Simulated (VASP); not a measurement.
An input for Quantum ESPRESSO's pw.x (written as the equivalent of a VASP run, and not itself run):

```
&CONTROL
  calculation = 'relax'
  pseudo_dir = './pseudo'
  outdir = './out'
  tprnfor = .true.
  tstress = .true.
  nstep = 30
  forc_conv_thr = 0.00039
/
&SYSTEM
  ibrav = 0
  nat = 2
  ntyp = 2
  ecutwfc = 70
  occupations = 'smearing'
  smearing = 'gaussian'
  degauss = 0.003675
  input_dft = 'pbesol'
/
&ELECTRONS
  conv_thr = 7.3e-09
  electron_maxstep = 100
/
&IONS
/
ATOMIC_SPECIES
  In 114.818 In.upf
  P 30.974 P.upf
CELL_PARAMETERS angstrom
     0.0000000    2.9387747    3.0269379
     3.0269379    0.0000000    3.0269379
     3.0269379    2.9387747    0.0000000
ATOMIC_POSITIONS crystal
  In   0.0000000  0.0000000  0.0000000
  P    0.2500000  0.2500000  0.2500000
K_POINTS automatic
  8 8 8 0 0 0
```

Question: Translate this input to VASP (INCAR, KPOINTS, POSCAR, choice of POTCAR).

Answer: One answer among several that fit: 
POSCAR:
```
InP
1.0
  0.0000000000   2.9387746877   3.0269379283
  3.0269379283   0.0000000000   3.0269379283
  3.0269379283   2.9387746877   0.0000000000
In P
1 1
Cart
  0.0000000000   0.0000000000   0.0000000000
  1.5134689642   1.4693873439   1.5134689642
```

KPOINTS:
```
Automatic
0
Gamma
  8 8 8
0 0 0
```

**INCAR**
```
ALGO = Normal
EDIFF = 1E-7
EDIFFG = -0.01
ENCUT = 480
GGA = PS
IBRION = 2
ISIF = 2
ISMEAR = 0
LASPH = .TRUE.
LCHARG = .FALSE.
LMAXMIX = 4
LREAL = .FALSE.
LWAVE = .FALSE.
NELM = 100
NSW = 30
PREC = Accurate
SIGMA = 0.05
SYSTEM = InP
```

POTCAR, in this order: In_d P (PBE.64 set). Program: vasp_std.

What does not carry over: the potentials are each code's own (VASP's PAW set, PseudoDojo norm-conserving files in pw.x), so ENCUT and ecutwfc are chosen apart and not converted; conv_thr bounds pw.x's estimated SCF error, while EDIFF bounds the energy change between steps; forc_conv_thr acts on force components and is met together with etot_conv_thr.

The compound is InP in the zinc blende structure. This cell was strained or had an atom moved on purpose.
